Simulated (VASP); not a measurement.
Consider the following.

```
ZnO
1.0
    3.28579     0.00000     0.00000
   -1.64290     2.84558     0.00000
    0.00000     0.00000     5.30945
Zn O
2 2
Direct
  0.33333   0.66667   0.99817
  0.66667   0.33333   0.49817
  0.33333   0.66667   0.37683
  0.66667   0.33333   0.87683
```

Calculation: PBE GGA, VASP's PBE PAW potentials (set 64) (plane waves; VASP 6.6.1). Run with 520 eV cut-off, Gaussian smearing of 0.050 eV, potentials Zn O.

Q: Give the energies of bands 7 to 20 at the high-symmetry points, in eV from the valence-band maximum.

A: 
```json
[
 {"band": "7", "Γ": "-5.33", "M": "-4.87", "K": "-4.58", "A": "-5.44", "L": "-4.97", "H": "-4.78"},
 {"band": "8", "Γ": "-5.33", "M": "-4.77", "K": "-4.58", "A": "-5.44", "L": "-4.97", "H": "-4.78"},
 {"band": "9", "Γ": "-4.45", "M": "-4.41", "K": "-4.50", "A": "-4.33", "L": "-4.26", "H": "-4.44"},
 {"band": "10", "Γ": "-4.45", "M": "-4.29", "K": "-4.39", "A": "-4.33", "L": "-4.26", "H": "-4.44"},
 {"band": "11", "Γ": "-4.25", "M": "-4.21", "K": "-4.32", "A": "-4.33", "L": "-4.18", "H": "-3.96"},
 {"band": "12", "Γ": "-4.25", "M": "-4.14", "K": "-4.32", "A": "-4.33", "L": "-4.18", "H": "-3.96"},
 {"band": "13", "Γ": "-3.99", "M": "-3.67", "K": "-3.59", "A": "-2.23", "L": "-3.68", "H": "-3.62"},
 {"band": "14", "Γ": "-0.75", "M": "-3.41", "K": "-3.45", "A": "-2.23", "L": "-3.68", "H": "-3.62"},
 {"band": "15", "Γ": "-0.75", "M": "-2.71", "K": "-3.45", "A": "-0.37", "L": "-1.41", "H": "-2.56"},
 {"band": "16", "Γ": "-0.08", "M": "-2.12", "K": "-1.83", "A": "-0.37", "L": "-1.41", "H": "-2.56"},
 {"band": "17", "Γ": "0.00", "M": "-1.23", "K": "-1.83", "A": "-0.37", "L": "-1.31", "H": "-1.18"},
 {"band": "18", "Γ": "0.00", "M": "-0.78", "K": "-1.63", "A": "-0.37", "L": "-1.31", "H": "-1.18"},
 {"band": "19", "Γ": "0.72", "M": "5.59", "K": "7.45", "A": "3.34", "L": "5.62", "H": "7.74"},
 {"band": "20", "Γ": "5.07", "M": "6.81", "K": "7.45", "A": "3.34", "L": "5.62", "H": "7.74"}
]
```

The gap is direct, 0.72 eV, from the valence maximum at Γ to the conduction minimum at Γ.

The structure was generated: ZnO was put into the wurtzite type (P6_3mc), which need not be its known phase. It was relaxed first, which changed the volume by +21 %.
